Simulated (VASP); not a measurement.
All values below come from PBEsol GGA, VASP's PBE PAW potentials (set 64) (plane waves; VASP 6.6.1).

The input files of a VASP run:

**INCAR**
```
SYSTEM = AgCl
PREC = Accurate
ENCUT = 520
EDIFF = 1E-7
NELM = 100
ALGO = Normal
LREAL = .FALSE.
LASPH = .TRUE.
ISMEAR = 0
SIGMA = 0.05
GGA = PS
LMAXMIX = 4
LWAVE = .FALSE.
LCHARG = .FALSE.
ISIF = 2
```

File POSCAR:
```
AgCl
1.0
  0.0000000000   2.6946667677   2.6946667677
  2.6946667677   0.0000000000   2.6946667677
  2.6946667677   2.6946667677   0.0000000000
Ag Cl
1 1
Direct
  0.0000000000   0.0000000000   0.0000000000
  0.5000000000   0.5000000000   0.5000000000
```

KPOINTS:
```
K-points
0
G
 8 8 8
```

POTCAR, in this order: Ag Cl (PBE.64 set). Program: vasp_std.

Estimate the energy per atom (σ→0), pressure, band gap (on the k-mesh).

```yaml
energy per atom (σ→0): -3.027 eV/atom
band gap (on the k-mesh): 0.72 eV
pressure: 1.88 GPa
```

**OSZICAR**
```
...
DAV:   7    -0.605493595840E+01    0.28724E-02   -0.75298E-02   774   0.221E+00    0.221E+00
DAV:   8    -0.605353523776E+01    0.14007E-02   -0.40831E-03   814   0.819E-01    0.329E-01
DAV:   9    -0.605349600882E+01    0.39229E-04   -0.58063E-04   854   0.330E-01    0.411E-02
DAV:  10    -0.605351159741E+01   -0.15589E-04   -0.24859E-05   824   0.540E-02    0.185E-02
DAV:  11    -0.605351819933E+01   -0.66019E-05   -0.56466E-06   769   0.257E-02    0.460E-03
DAV:  12    -0.605351809601E+01    0.10332E-06   -0.35297E-07   874   0.835E-03    0.133E-03
DAV:  13    -0.605351810962E+01   -0.13610E-07   -0.88871E-08   407   0.246E-03
   1 F= -.60535181E+01 E0= -.60535181E+01  d E =-.448951E-14
```

The compound is AgCl in the rock salt structure. This cell is one point of a volume scan, at 0.97 of the reference volume.
